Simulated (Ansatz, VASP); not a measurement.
**SrTlF3 in VASP and in Ansatz**

```
Tl Sr F
1.0
     4.59088    0.00000    0.00000
     0.00000    4.59088    0.00000
     0.00000    0.00000    4.59088
Tl Sr F
1 1 3
Direct
  0.00000 0.00000 0.00000
  0.50000 0.50000 0.50000
  0.50000 0.50000 0.00000
  0.50000 0.00000 0.50000
  0.00000 0.50000 0.50000
```

Change from the starting cell: hydrostatic strain -2.5%.

Alike in both runs: task single point; functional r2SCAN; k mesh 6 × 6 × 6; no spin polarisation.

|  | VASP | Ansatz |
| --- | --- | --- |
| version | VASP 6.6.1 | Ansatz 0.2.0 |
| potentials or method | VASP PAW PBE potentials, release 64 (Tl_d, Sr_sv, F) | plane waves, PAW |
| plane-wave cutoff (eV) | 520 | 500 |
| occupations | gaussian, width 0.01 eV | fixed |
| valence electrons in the cell | 44 | 44 |

```csv
,VASP,Ansatz,Ansatz less VASP
gap on the k mesh at the Fermi level (eV),4.89,4.90,+0.010
pressure (GPa),4.6,4.3,-0.31
```

Caveats: the PAW data sets were made with another functional, which shifts forces and pressure a little (VASP); spin-orbit coupling is left out, which as a rule narrows the gap of such compounds by several tenths of an eV. A k mesh can miss the band edges.
